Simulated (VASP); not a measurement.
```
Tc
1.0
    1.39740    -2.42037     0.00000
    1.39740     2.42037     0.00000
    0.00000     0.00000     4.47780
Tc
2
Direct
  0.33333   0.66667   0.25000
  0.66667   0.33333   0.75000
```

The base run (VASP): PBE GGA, plane waves, VASP's PBE PAW potentials (set 64). Numerical set-up: 400 eV cut-off, 13×13×8 Γ-centred mesh, first-order Methfessel-Paxton smearing of 0.10 eV, potentials Tc_pv.

One setting is varied; ΔE counts from the most expensive setting. The base run took about 40 core-seconds. Times come from single runs on busy shared machines, so they are rough: good to a factor of about 2.

Pressures at a finite cut-off, here 400 eV, hold a Pulay part, which wasn't tested here.

```json
[
 {"setting": "KPOINTS 2×2×1 Γ-centred mesh", "cost over the base run": "about 1/5", "electronic steps": "11", "ΔE (meV/atom)": "-241.9", "pressure (GPa)": "-18.01"},
 {"setting": "KPOINTS 5×5×3 Γ-centred mesh", "cost over the base run": "about 1/3", "electronic steps": "11", "ΔE (meV/atom)": "-55.5", "pressure (GPa)": "-15.56"},
 {"setting": "KPOINTS 7×7×4 Γ-centred mesh", "cost over the base run": "about 1/2", "electronic steps": "12", "ΔE (meV/atom)": "5.3", "pressure (GPa)": "-14.51"},
 {"setting": "KPOINTS 9×9×6 Γ-centred mesh", "cost over the base run": "within a factor of 2", "electronic steps": "12", "ΔE (meV/atom)": "7.1", "pressure (GPa)": "-14.58"},
 {"setting": "KPOINTS 12×12×7 Γ-centred mesh", "cost over the base run": "within a factor of 2", "electronic steps": "11", "ΔE (meV/atom)": "5.3", "pressure (GPa)": "-14.49"},
 {"setting": "base run", "cost over the base run": "reference", "electronic steps": "11", "ΔE (meV/atom)": "4.3", "pressure (GPa)": "-14.41"},
 {"setting": "KPOINTS 14×14×9 Γ-centred mesh", "cost over the base run": "within a factor of 2", "electronic steps": "11", "ΔE (meV/atom)": "0.0", "pressure (GPa)": "-14.50"}
]
```

Left out are runs that failed, have no time on record or changed the cell.

The compound is Tc in the hcp structure. The cell was not relaxed at this level.
